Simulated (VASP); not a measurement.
The system is OAlClH2, in a box.

```
O Al Cl H
1.0
    13.00000    0.00000    0.00000
     0.00000   13.00000    0.00000
     0.00000    0.00000   11.00000
O Al Cl H
1 1 1 2
Direct
  0.43045 0.54093 0.45663
  0.54900 0.52662 0.51590
  0.60161 0.37968 0.56365
  0.38358 0.48555 0.44253
  0.61842 0.62355 0.53450
```

Base run:

```yaml
Program: VASP 6.6.1
Functional: PBE
Potentials_or_basis: VASP PAW PBE potentials, release 64 (O, Al, Cl, H)
Cutoff: 520 eV
k_mesh: 1 × 1 × 1
Occupations: gaussian, width 0.01 eV
Spin: no spin polarisation
```

Its results: gap between the frontier levels 6.12 eV; largest force 0.596 eV/Å.

Problem. After a change of settings the same cell gave: gap between the frontier levels 6.80 eV; largest force 0.197 eV/Å. Which change was it?
A. further incar settings from ALGO = Normal; EDIFF = 1e-07; NBANDS = 17 to ALGO = Fast; EDIFF = 1e-06; NBANDS = 17
B. functional from PBE to SCAN; further incar settings from ALGO = Normal; EDIFF = 1e-07; NBANDS = 17 to ALGO = Normal; EDIFF = 1e-06; NBANDS = 17
C. further incar settings from ALGO = Normal; EDIFF = 1e-07; NBANDS = 17 to ALGO = Normal; EDIFF = 1e-07; dispersion from none to TS

Solution. B.

Caveats: the PAW data sets were made with another functional, which shifts forces and pressure a little (some runs).

Not every run made on this cell is shown here.
